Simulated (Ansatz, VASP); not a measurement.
# SnH2 in two plane-wave programs, part 2 of 2

Aim: how closely do two programs agree when they are given the same cell, functional and k mesh? The cell is generated by rule, not measured, and may not be a known phase. Of the first pair: The two relaxations start from unlike cells of this crystal (the structure described is Ansatz's start), so only their ends are compared.

VASP 6.6.1 and Ansatz 0.2.0.

So far: Starting point; Ansatz: relaxation of cell and atoms, PBE, pair 1; VASP: relaxation of cell and atoms, PBE, pair 1; Comparison.

## (5) Ansatz: relaxation of cell and atoms, PBE, pair 2

Level of this step: Ansatz beside VASP: Kohn-Sham DFT, plane waves, PBE (Ansatz).

The relaxed volume is the usual yardstick between codes: in a stiff, nearly cubic crystal its relative difference is about their pressure difference at one cell divided by the bulk modulus.

The cell is taken from a series of runs on this material, whose earlier steps may have relaxed, scaled, displaced or heated it; both programs get it as it stands.

input.yaml reads:

```yaml
crystal:
  lattice:
    - [4.8140654665, 0.0, 0.0]
    - [0.0, 4.8140654665, 0.0]
    - [0.0, 0.0, 3.685360698]
  atoms:
    - { symbol: Sn, position: [0.0, 0.0, 0.0] }
    - { symbol: Sn, position: [0.5, 0.5, 0.5] }
    - { symbol: H, position: [0.313644895, 0.313644895, 0.0] }
    - { symbol: H, position: [0.686355105, 0.686355105, 0.0] }
    - { symbol: H, position: [0.813644895, 0.186355105, 0.5] }
    - { symbol: H, position: [0.186355105, 0.813644895, 0.5] }
kpoints:
  mp_grid: { grid: [8, 8, 12] }
hamiltonian:
  xc: pbe
scf:
  occupations: { method: methfessel_paxton, width: 0.2 }
output:
  forces: true
  stress: true
  eigenvalues: true
relax:
  adjacent_minimum: "off"
  f_tol: 0.001
  max_steps: 60
  cell: { stress_tol: 0.01 }
```

Launch:

```bash
> ansatz run input.yaml --threads 8 --pin off --max-ram 14336MiB --backend cpu --events-out ev --progress --plain --runs-dir out
```

Numbers of over 12 decimals in the logs are rounded to 6 here.

The log of the run:

```text
[...]
Crystal: 6 atoms, lattice volume = 85.409 Å³
Basis set: ecut = 420 eV, 1633 PW (Γ), exchange–correlation on 72×72×50 points (8 copies of the dense FFT grid, shifted against one another)
Bands: 22, of which v1, the nominal top of the filled ones, is band 16 counted from 1 (15 counted from 0)
Symmetry: 16 space group operations
[...]
k-points: 105 of 768
[...]
cell:  # Å, volume = 85.9374 Å³
    - [4.857597, 0, 0.0]
    - [0, 4.857597, 0.0]
    - [0.0, 0.0, 3.641995]
  atoms:
    - { symbol: Sn, position: [0, 0, 0.0] }
    - { symbol: Sn, position: [0.5, 0.5, 0.5] }
    - { symbol: H, position: [0.311073, 0.311073, 0.0] }
    - { symbol: H, position: [0.688927, 0.688927, 0.0] }
    - { symbol: H, position: [0.811073, 0.188927, 0.5] }
    - { symbol: H, position: [0.188927, 0.811073, 0.5] }
[key lines of the parts left out:]
SCF converged after 6 iterations
Free energy (F): -12109.067720 eV
Fermi energy:    6.895419 eV
P = ⅓ Tr σ = 0.0004 GPa (0.004 kbar)
```

## (6) VASP: relaxation of cell and atoms, PBE, pair 2

The same cell, functional, mesh and smearing now go to VASP, with its own data sets.

INCAR reads:

```
SYSTEM = SnH2
PREC = Accurate
ENCUT = 500
EDIFF = 1E-07
NELM = 120
ISMEAR = 1
SIGMA = 0.2
LREAL = .FALSE.
ALGO = Normal
GGA = PE
NBANDS = 22
LORBIT = 11
LWAVE = .FALSE.
LCHARG = .FALSE.
ISIF = 3
IBRION = 2
NSW = 80
EDIFFG = -0.005
LASPH = .TRUE.
GGA_COMPAT = .FALSE.
NELMIN = 4
KPAR = 2
```

POSCAR reads:

```
SnH2
1.0
    4.8140650000      0.0000000000      0.0000000000
    0.0000000000      4.8140650000      0.0000000000
    0.0000000000      0.0000000000      3.6853610000
Sn H
2 4
Direct
    0.0000000000      0.0000000000      0.0000000000
    0.5000001039      0.5000001039      0.4999998643
    0.3136449134      0.3136449134      0.0000000000
    0.6863550866      0.6863550866      0.0000000000
    0.8136450173      0.1863551905      0.4999998643
    0.1863551905      0.8136450173      0.4999998643
```

KPOINTS reads:

```
Automatic mesh
0
Gamma
8 8 12
0 0 0
```

The projector-augmented-wave data sets are Sn_d and H (PBE family, release 64).

Launch:

```bash
> mpirun -np 2 vasp_std
```

The log of the run:

```text
[... set-up lines as in an earlier step ...]
 entering main loop
       N       E                     dE             d eps       ncg     rms          rms(c)
DAV:   1     0.242929387362E+03    0.24293E+03   -0.15673E+04  4668   0.188E+03
DAV:   2     0.854027124173E+01   -0.23439E+03   -0.22698E+03  4668   0.450E+02
DAV:   3    -0.181315006751E+02   -0.26672E+02   -0.26065E+02  5612   0.143E+02
DAV:   4    -0.191019766995E+02   -0.97048E+00   -0.96743E+00  5106   0.299E+01
[...]
DAV:  13    -0.183847822099E+02    0.19759E-05   -0.80132E-06  6256   0.190E-02    0.134E-03
DAV:  14    -0.183847823539E+02   -0.14402E-06   -0.61445E-07  4044   0.500E-03    0.260E-04
DAV:  15    -0.183847822800E+02    0.73882E-07   -0.25491E-08  2778   0.158E-03
   1 F= -.18384782E+02 E0= -.18384646E+02  d E =-.183848E+02
[... from here on, the cycles between the ionic steps are left out ...]
   2 F= -.18385352E+02 E0= -.18385327E+02  d E =-.569455E-03
   3 F= -.18385658E+02 E0= -.18385773E+02  d E =-.875539E-03
   4 F= -.18385665E+02 E0= -.18385806E+02  d E =-.882872E-03
   5 F= -.18385899E+02 E0= -.18386078E+02  d E =-.234207E-03
   6 F= -.18386342E+02 E0= -.18386632E+02  d E =-.676764E-03
   7 F= -.18386490E+02 E0= -.18387020E+02  d E =-.824724E-03
   8 F= -.18386550E+02 E0= -.18387001E+02  d E =-.884580E-03
   9 F= -.18386727E+02 E0= -.18387213E+02  d E =-.176997E-03
 trial-energy change:   -0.000177  1 .order   -0.000174   -0.000273   -0.000076
 step:   3.8842(harm=  3.9900)  dis= 0.00363  next Energy=   -18.386740 (dE=-0.190E-03)
 reached required accuracy - stopping structural energy minimisation
```

OUTCAR, selected parts (step 6):

```text
  Total       -0.0140293     -0.0140293      0.0010044      0.0000000      0.0000000      0.0000000
  in kB       -0.2625771     -0.2625771      0.0187983      0.0000000      0.0000000      0.0000000
  external PRESSURE =      -0.1687853 kB  Pullay stress =       0.0000000 kB

 POSITION                                       TOTAL-FORCE (eV/Angst)
 -----------------------------------------------------------------------------------
      4.84701      4.84701      0.00000         0.000000     -0.000000      0.000000
      2.42351      2.42351      1.82184         0.000000     -0.000000      0.000000
      1.51006      1.51006      0.00000        -0.003313     -0.003313      0.000000
      3.33695      3.33695      0.00000         0.003313      0.003313      0.000000
      3.93357      0.91345      1.82184        -0.003313      0.003313      0.000000
      0.91345      3.93357      1.82184         0.003313     -0.003313      0.000000
 -----------------------------------------------------------------------------------
    total drift:                               -0.000375     -0.000375      0.000284

  FREE ENERGIE OF THE ION-ELECTRON SYSTEM (eV)
  ---------------------------------------------------
  free  energy   TOTEN  =       -18.3867267292 eV

  energy  without entropy=      -18.3881866060  energy(sigma->0) =      -18.38721335

[... 1 part as in an earlier step ...]

[... 3 further parts left out ...]
[key lines of the parts left out:]
E-fermi :   5.0579
```

## (7) Comparison

The two programs side by side:

```tsv
quantity	Ansatz	VASP	difference
volume (Å³)	85.94	85.60	+0.39 %
edge a after relaxation, in the typed setting (Å)	4.858	4.847	+0.22 %
edge c after relaxation, in the typed setting (Å)	3.642	3.644	-0.05 %
```

## (8) VASP: relaxation of cell and atoms, PBE, pair 3

The relaxed volume is the usual yardstick between codes: in a stiff, nearly cubic crystal its relative difference is about their pressure difference at one cell divided by the bulk modulus. Its start cell is another than that of the pair before, and may be another structure of the material.

INCAR: that of step 6 with these lines changed.

```diff
@@ -5,4 +5,4 @@
 NELM = 120
-ISMEAR = 1
-SIGMA = 0.2
+ISMEAR = 0
+SIGMA = 0.1
 LREAL = .FALSE.
```

POSCAR reads:

```
SnH2
1.0
    4.8555451040      0.0000000000      0.0000000000
    0.0000000000      4.8555451040      0.0000000000
    0.0000000000      0.0000000000      3.6548876488
Sn H
2 4
Direct
    0.0000000000      0.0000000000      0.0000000000
    0.5000000000      0.5000000000      0.5000000000
    0.3113207245      0.3113207245      0.0000000000
    0.6886792755      0.6886792755      0.0000000000
    0.8113207245      0.1886792755      0.5000000000
    0.1886792755      0.8113207245      0.5000000000
```

KPOINTS reads:

```
Automatic mesh
0
Gamma
6 6 10
0 0 0
```

Launch:

```bash
> mpirun -np 2 vasp_std
```

The log of the run:

```text
[... set-up lines as in an earlier step ...]
 entering main loop
       N       E                     dE             d eps       ncg     rms          rms(c)
DAV:   1     0.240738266761E+03    0.24074E+03   -0.15702E+04  2670   0.188E+03
DAV:   2     0.798988401830E+01   -0.23275E+03   -0.22567E+03  2676   0.451E+02
DAV:   3    -0.181838847175E+02   -0.26174E+02   -0.25612E+02  3216   0.143E+02
DAV:   4    -0.191068568695E+02   -0.92297E+00   -0.92140E+00  2904   0.294E+01
[...]
DAV:  14    -0.183907394516E+02   -0.25766E-06   -0.72896E-07  2472   0.556E-03    0.890E-04
DAV:  15    -0.183907392789E+02    0.17264E-06   -0.60221E-08  1638   0.309E-03    0.190E-04
DAV:  16    -0.183907393257E+02   -0.46738E-07   -0.14650E-08  1422   0.101E-03
   1 F= -.18390739E+02 E0= -.18388385E+02  d E =-.183907E+02
[...]
N       E                     dE             d eps       ncg     rms          rms(c)
DAV:   1    -0.183911496868E+02   -0.41041E-03   -0.84138E-03  3192   0.138E+00    0.103E-01
DAV:   2    -0.183908459549E+02    0.30373E-03   -0.52253E-04  3006   0.353E-01    0.472E-02
DAV:   3    -0.183907769166E+02    0.69038E-04   -0.22746E-04  3244   0.222E-01    0.539E-03
DAV:   4    -0.183907773826E+02   -0.46596E-06   -0.11591E-05  2980   0.387E-02    0.175E-03
DAV:   5    -0.183907777416E+02   -0.35901E-06   -0.77093E-07  3174   0.868E-03    0.103E-03
DAV:   6    -0.183907779821E+02   -0.24050E-06   -0.67506E-08  1458   0.364E-03    0.323E-04
DAV:   7    -0.183907781327E+02   -0.15060E-06   -0.10301E-08  1410   0.103E-03    0.107E-04
DAV:   8    -0.183907781535E+02   -0.20831E-07   -0.61153E-09  1398   0.109E-03
   2 F= -.18390778E+02 E0= -.18388394E+02  d E =-.388279E-04
 trial-energy change:   -0.000039  1 .order   -0.000039   -0.000052   -0.000026
 step:   2.5428(harm=  2.0171)  dis= 0.00013  next Energy=   -18.390796 (dE=-0.571E-04)
 reached required accuracy - stopping structural energy minimisation
```

Parts of OUTCAR (step 8):

```text
  Total       -0.0269739     -0.0269739     -0.0160794     -0.0000000      0.0000000      0.0000000
  in kB       -0.5021001     -0.5021001     -0.2993068     -0.0000000      0.0000000      0.0000000
  external PRESSURE =      -0.4345024 kB  Pullay stress =       0.0000000 kB

 POSITION                                       TOTAL-FORCE (eV/Angst)
 -----------------------------------------------------------------------------------
      4.85374      4.85374      0.00000         0.000000      0.000000      0.000000
      2.42687      2.42687      1.82675         0.000000      0.000000      0.000000
      1.51112      1.51112      0.00000         0.000827      0.000827     -0.000000
      3.34262      3.34262      3.65351        -0.000827     -0.000827      0.000000
      3.93799      0.91575      1.82675         0.000827     -0.000827      0.000000
      0.91575      3.93799      1.82675        -0.000827      0.000827     -0.000000
 -----------------------------------------------------------------------------------
    total drift:                                0.000000      0.000000      0.000000

  FREE ENERGIE OF THE ION-ELECTRON SYSTEM (eV)
  ---------------------------------------------------
  free  energy   TOTEN  =       -18.3907781535 eV

  energy  without entropy=      -18.3860108061  energy(sigma->0) =      -18.38839448

[... 1 part as in an earlier step ...]

[... 3 further parts left out ...]
[key lines of the parts left out:]
E-fermi :   4.9221
```

## (9) Ansatz: relaxation of cell and atoms, PBE, pair 3

Its own start cell and the same functional, mesh and smearing now go to Ansatz, which takes its cutoff from its data sets.

The two relaxations start from unlike cells of this crystal, so only their ends are compared.

input.yaml reads:

```yaml
crystal:
  lattice:
    - [5.825, 0.0, 0.0]
    - [0.0, 5.825, 0.0]
    - [0.0, 0.0, 3.75712]
  atoms:
    - { symbol: Sn, position: [0.0, 0.0, 0.0] }
    - { symbol: Sn, position: [0.5, 0.5, 0.5] }
    - { symbol: H, position: [0.305, 0.305, 0.0] }
    - { symbol: H, position: [0.695, 0.695, 0.0] }
    - { symbol: H, position: [0.805, 0.195, 0.5] }
    - { symbol: H, position: [0.195, 0.805, 0.5] }
kpoints:
  mp_grid: { grid: [6, 6, 10] }
hamiltonian:
  xc: pbe
scf:
  occupations: { method: gaussian, width: 0.1 }
output:
  forces: true
  stress: true
  eigenvalues: true
relax:
  adjacent_minimum: "off"
  f_tol: 0.005
  max_steps: 80
  cell: { stress_tol: 0.05 }
```

Launch:

```bash
> ansatz run input.yaml --threads 8 --pin off --max-ram 14336MiB --backend cpu --events-out ev --progress --plain --runs-dir out
```

The log of the run:

```text
[...]
Crystal: 6 atoms, lattice volume = 127.481 Å³
Basis set: ecut = 420 eV, 2521 PW (Γ), exchange–correlation on 80×80×54 points (8 copies of the dense FFT grid, shifted against one another)
Bands: 22, of which v1, the nominal top of the filled ones, is band 16 counted from 1 (15 counted from 0)
Symmetry: 16 space group operations
[...]
k-points: 60 of 360
[...]
cell:  # Å, volume = 86.3153 Å³
    - [4.860354, 0, 0.0]
    - [0, 4.860354, 0.0]
    - [0.0, 0.0, 3.653858]
  atoms:
    - { symbol: Sn, position: [-2.109463454335169e-19, 1.9853773687860352e-19, 0.0] }
    - { symbol: Sn, position: [0.5, 0.5, 0.500000] }
    - { symbol: H, position: [0.311220, 0.311220, 0.0] }
    - { symbol: H, position: [0.688780, 0.688780, 0.0] }
    - { symbol: H, position: [0.811220, 0.188780, 0.500000] }
    - { symbol: H, position: [0.188780, 0.811220, 0.500000] }
[key lines of the parts left out:]
SCF converged after 5 iterations
Free energy (F): -12109.071441 eV
Fermi energy:    6.760563 eV
P = ⅓ Tr σ = -0.0035 GPa (-0.035 kbar)
```

## (10) Comparison

Both answers:

```tsv
quantity	Ansatz	VASP	difference
volume (Å³)	86.32	86.07	+0.28 %
edge a after relaxation, in the typed setting (Å)	4.860	4.854	+0.14 %
edge c after relaxation, in the typed setting (Å)	3.654	3.654	+0.01 %
```

## (11) Summary of results

```yaml
difference_in_volume_relaxation_of_cell_and_atoms_pbe_pair_1: 0.49 %
difference_in_volume_relaxation_of_cell_and_atoms_pbe_pair_2: 0.39 %
difference_in_volume_relaxation_of_cell_and_atoms_pbe_pair_3: 0.28 %
```

In words: The difference in volume is 0.49 % (relaxation of cell and atoms, PBE, pair 1), within the 1.2 % picked in this series as the mark of a large difference, as far as the stopping tolerances let one tell. 2 further runs of this series are not shown here. How closely two codes agree says nothing of how well the functional describes the real material.

[Lines on the potential files, build, host, timing and source positions are cut from VASP's logs without a mark.]

[Logs are printed without paths, hosts, clocks, repeated set-up lines and the standing remarks that a program may print on its own settings, such as how far it seeks lower states.]

[Hosts, paths, dates, database ids (printed as entryN), source tags and the programs' standing remarks are cut or masked in the printed files.]
